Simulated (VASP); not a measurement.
Shape and ions are relaxed at each volume.

Energy against volume of CuAu (L1_0). Calculation: r2SCAN meta-GGA, VASP's PBE PAW potentials (set 64) (plane waves; VASP).

| V (Å³/atom) | E (eV/atom) |
|---|---|
| 13.688 | -30.73893 |
| 14.124 | -30.76217 |
| 14.561 | -30.76953 |
| 14.998 | -30.76394 |
| 15.435 | -30.74781 |

Q: Fit a third-order Birch-Murnaghan equation of state.

A: 
```json
{
  "volume_per_atom": "14.58 Å³/atom",
  "bulk_modulus": "157 GPa",
  "pressure_derivative_of_the_bulk_modulus": "5.83"
}
```

The compound is CuAu in the L1_0 structure. It was relaxed first.
